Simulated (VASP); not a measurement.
Output of a VASP run:

**OUTCAR**
```
 ion  position               nearest neighbor table
   1  0.333  0.667  0.250-   2 3.13   2 3.13   2 3.13   2 3.13   2 3.13   2 3.13
   2  0.667  0.333  0.750-   1 3.13   1 3.13   1 3.13   1 3.13   1 3.13   1 3.13
  LATTYP: Found a hexagonal cell.
 ALAT       =     3.1812269060
 C/A-ratio  =     1.5944272917
 Subroutine PRICEL returns:
 Original cell was already a primitive cell.
 Subroutine GETGRP returns: Found 24 space group operations
The static configuration has the point symmetry D_3d.
 The point group associated with its full space group is D_6h.
The dynamic configuration has the point symmetry D_3d.
 Subroutine INISYM returns: Found 24 space group operations
 Subroutine IBZKPT returns following result:
 Found     76 irreducible k-points:

 Following reciprocal coordinates:
            Coordinates               Weight
  0.000000  0.000000  0.000000      1.000000
  0.083333 -0.000000  0.000000      6.000000
  0.166667 -0.000000  0.000000      6.000000
  0.250000 -0.000000  0.000000      6.000000
  0.333333 -0.000000  0.000000      6.000000
  0.416667  0.000000  0.000000      6.000000
  0.500000 -0.000000  0.000000      3.000000
  0.083333  0.083333  0.000000      6.000000
  0.166667  0.083333  0.000000     12.000000
  0.250000  0.083333  0.000000     12.000000
  0.333333  0.083333  0.000000     12.000000
  0.416667  0.083333  0.000000     12.000000
  0.166667  0.166667  0.000000      6.000000
  0.250000  0.166667  0.000000     12.000000
  0.333333  0.166667  0.000000     12.000000
  0.416667  0.166667  0.000000      6.000000
  0.250000  0.250000  0.000000      6.000000
  0.333333  0.250000  0.000000     12.000000
  0.333333  0.333333  0.000000      2.000000
  0.000000  0.000000  0.142857      2.000000
  0.083333 -0.000000  0.142857     12.000000
  0.166667 -0.000000  0.142857     12.000000
  0.250000 -0.000000  0.142857     12.000000
  0.333333 -0.000000  0.142857     12.000000
  0.416667  0.000000  0.142857     12.000000
  0.500000 -0.000000  0.142857      6.000000
  0.083333  0.083333  0.142857     12.000000
  0.166667  0.083333  0.142857     24.000000
  0.250000  0.083333  0.142857     24.000000
  0.333333  0.083333  0.142857     24.000000
  0.416667  0.083333  0.142857     24.000000
  0.166667  0.166667  0.142857     12.000000
  0.250000  0.166667  0.142857     24.000000
  0.333333  0.166667  0.142857     24.000000
  0.416667  0.166667  0.142857     12.000000
  0.250000  0.250000  0.142857     12.000000
  0.333333  0.250000  0.142857     24.000000
  0.333333  0.333333  0.142857      4.000000
  0.000000  0.000000  0.285714      2.000000
  0.083333 -0.000000  0.285714     12.000000
   k-points           NKPTS =     76   k-points in BZ     NKDIM =     76   number of bands    NBANDS=     16
   number of dos      NEDOS =    301   number of ions     NIONS =      2
   total plane-waves  NPLWV =   9720
   dimension x,y,z NGX =    18 NGY =   18 NGZ =   30
   dimension x,y,z NGXF=    36 NGYF=   36 NGZF=   60
   ions per type =               2
   PREC   = accura    normal or accurate (medium, high low for compatibility)
   ISTART =      0    job   : 0-new  1-cont  2-samecut
   ICHARG =      2    charge: 1-file 2-atom 10-const
   ISPIN  =      1    spin polarized calculation?
   LNONCOLLINEAR =      F non collinear calculations
   LSORBIT =      F    spin-orbit coupling
   INIWAV =      1    electr: 0-lowe 1-rand  2-diag
   ENCUT  =  300.0 eV  22.05 Ry    4.70 a.u.   4.49  4.49  7.16*2*pi/ulx,y,z
   NELM   =    100;   NELMIN=  2; NELMDL= -5     # of ELM steps
   EDIFF  = 0.1E-05   stopping-criterion for ELM
   LREAL  =      F    real-space projection
   NLSPLINE    = F    spline interpolate recip. space projectors
   LMAXMIX     =    4 max onsite mixed and CHGCAR
   VOSKOWN=      0    Vosko Wilk Nusair interpolation
   EDIFFG = 0.1E-04   stopping-criterion for IOM
   NSW    =      0    number of steps for IOM
...
```

File OSZICAR:
```
       N       E                     dE             d eps       ncg     rms          rms(c)
DAV:   1     0.143111171828E+03    0.14311E+03   -0.10633E+04  2488   0.101E+03
DAV:   2    -0.669313097978E+01   -0.14980E+03   -0.14850E+03  3120   0.325E+02
DAV:   3    -0.175335052424E+02   -0.10840E+02   -0.10816E+02  4600   0.589E+01
DAV:   4    -0.176756936766E+02   -0.14219E+00   -0.14210E+00  2664   0.755E+00
DAV:   5    -0.176785856414E+02   -0.28920E-02   -0.28919E-02  3560   0.789E-01    0.155E+01
DAV:   6    -0.171256791699E+02    0.55291E+00   -0.84561E-01  2536   0.818E+00    0.633E+00
DAV:   7    -0.170090852035E+02    0.11659E+00   -0.56274E-01  3264   0.583E+00    0.105E+00
DAV:   8    -0.170125452416E+02   -0.34600E-02   -0.37614E-02  3648   0.159E+00    0.228E-01
DAV:   9    -0.170124525644E+02    0.92677E-04   -0.86265E-04  2816   0.261E-01    0.456E-02
DAV:  10    -0.170123659463E+02    0.86618E-04   -0.25714E-05  3592   0.347E-02    0.155E-02
DAV:  11    -0.170123445982E+02    0.21348E-04   -0.53675E-06  2544   0.222E-02    0.636E-03
DAV:  12    -0.170123465190E+02   -0.19208E-05   -0.39322E-07  1896   0.581E-03    0.210E-03
DAV:  13    -0.170123463499E+02    0.16908E-06   -0.70587E-08  1568   0.223E-03
   1 F= -.17012346E+02 E0= -.16977385E+02  d E =-.699221E-01
```

**OUTCAR**
```
------------------------ aborting loop because EDIFF is reached ----------------------------------------
  FORCE on cell =-STRESS in cart. coord.  units (eV):
  Direction    XX          YY          ZZ          XY          YZ          ZX
  --------------------------------------------------------------------------------------
  Total        1.1914985      1.1914974      1.4704706      0.0000000      0.0000000      0.0000000
  in kB       42.9422389     42.9421995     52.9965407      0.0000000      0.0000000      0.0000000
  external PRESSURE =      46.2936597 kB  Pullay stress =       0.0000000 kB
  volume of cell :       44.45
      direct lattice vectors                 reciprocal lattice vectors
     1.590614000 -2.755023000  0.000000000     0.314344021 -0.181486688  0.000000000
     1.590614000  2.755023000  0.000000000     0.314344021  0.181486688  0.000000000
     0.000000000  0.000000000  5.072235000     0.000000000  0.000000000  0.197151749
 POSITION                                       TOTAL-FORCE (eV/Angst)
 -----------------------------------------------------------------------------------
      1.59061      0.91834      1.26806        -0.000000      0.000000      0.000000
      1.59061     -0.91834      3.80418         0.000000     -0.000000      0.000000
 -----------------------------------------------------------------------------------
    total drift:                                0.000133      0.001113     -0.000019
  FREE ENERGIE OF THE ION-ELECTRON SYSTEM (eV)
  ---------------------------------------------------
  free  energy   TOTEN  =       -17.0123463499 eV

  energy  without entropy=      -16.9424242614  energy(sigma->0) =      -16.97738531
```
(Selected blocks of OUTCAR.)

### POSCAR
```
Zr
1
    1.5906140000    -2.7550230000     0.0000000000
    1.5906140000     2.7550230000     0.0000000000
    0.0000000000     0.0000000000     5.0722350000
Zr
2
Direct
  0.3333330000   0.6666670000   0.2500000000
  0.6666670000   0.3333330000   0.7500000000
```

**Question.** Write an INCAR and KPOINTS that could have produced this output.

**Answer.** Several could match; the one computed here: the input of the run itself, PBE GGA, plane waves, VASP's PBE PAW potentials (set 64).

KPOINTS:
```
Regular mesh
0
G
  12 12 7
0 0 0
```

**INCAR**
```
! general
SYSTEM =Zr
PREC   =Accurate
ENCUT  =300
LREAL  =.False.
LASPH  =.True.

! electronic loop
EDIFF  =1E-6
NELM   =100
ALGO   =Normal
LMAXMIX=4

! smearing
ISMEAR =-1
SIGMA  =0.1

! functional
GGA    =PE

! ions
ISIF   =2

! output
LWAVE  =.False.
LCHARG =.False.
```

POTCAR, in this order: Zr_sv (PBE.64 set). Program: vasp_std.

At this cut-off the stress carries a Pulay error, which pulls relaxed volumes low.

The structure is a typed Zr crystal (P6_3/mmc). The cell was not relaxed at this level, and its volume differs by -5.9 % from the start's.
